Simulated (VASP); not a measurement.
Energy against volume of PbF2 (fluorite). Computed with optB86b-vdW, VASP's PBE PAW potentials (set 64) (plane waves; VASP 6.6.1). Numerical set-up: 520 eV cut-off, 7×7×7 Γ-centred mesh, Gaussian smearing of 0.050 eV, potentials Pb_d F.

| V (Å³/atom) | E (eV/atom) |
|---|---|
| 16.337 | -2.46047 |
| 16.859 | -2.47420 |
| 17.380 | -2.47932 |
| 17.902 | -2.47714 |

**Question.** Fit these four points and predict the energy of the run at 18.423 Å³/atom.

**Answer.** A cubic in V^(−2/3), the third-order Birch-Murnaghan form, passes through the four points with V0 = 17.47 Å³/atom and B0 = 73 GPa, and gives -2.4688 eV/atom there. The run gave -2.4688 eV/atom, +0.0 meV/atom from the fit; all five points give B0 = 73 GPa.

The compound is PbF2 in the fluorite structure, the β form. It was relaxed first.
